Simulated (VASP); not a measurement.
The system is CsLi2.

```
Cs Li
1.0
     3.96633    0.00000    0.00000
    -1.98317    3.43495    0.00000
     0.00000    0.00000   10.02838
Cs Li
1 2
Direct
  0.00000 0.00000 0.00000
  0.33333 0.66667 0.34863
  0.33333 0.66667 0.65137
```

The cell was built by a generator and needn't be a form met in nature.

| Quantity | Value |
| --- | --- |
| Program | VASP 6.6.1 |
| Task | relaxation of cell and atoms |
| Functional | PBEsol |
| Potentials or basis | VASP PAW PBE potentials, release 64 (Cs_sv, Li_sv) |
| Cutoff | 600 eV |
| k mesh | 8 × 8 × 3 |
| Occupations | fermi-dirac, width 0.05 eV |
| Spin | no spin polarisation |

At the start: pressure -0.4 GPa; volume 45.54 Å³/atom.

Question: How do energy, volume and symmetry change on relaxing?

Answer: Over 8 steps the energy falls by 5.6 meV/atom and the volume is 41.07 Å³/atom (-9.8 %); space group P-6m2 (No. 187, to 0.05 Å).

The path:
```tsv
step	energy change (eV)	largest force (eV/Å)	pressure (GPa)	volume (Å³)
1	0.0000	0.0122	-0.36	136.63
2	-0.0043	0.0112	-0.32	134.61
3	-0.0133	0.0056	-0.16	128.67
4	-0.0090	0.0157	0.32	117.33
5	-0.0156	0.0004	-0.01	124.59
6	-0.0156	0.0011	0.00	124.22
7	-0.0164	0.0016	0.00	123.78
8	-0.0168	0.0020	0.01	123.22
```

Final structure:
```
CELL_PARAMETERS angstrom
3.81021 -0.00001 0.00000
-1.90512 3.29974 0.00000
0.00000 0.00000 9.80032
ATOMIC_POSITIONS crystal
Cs 0.00000 0.00000 0.00000
Li 0.33333 0.66667 0.34826
Li 0.33333 0.66667 0.65174
```

Caveat: the cutoff is under 1.25 times the usual one of these potentials, so pressure, stress and relaxed cells hold a basis-set (Pulay) error; the PAW data sets were made with another functional, which shifts forces and pressure a little.
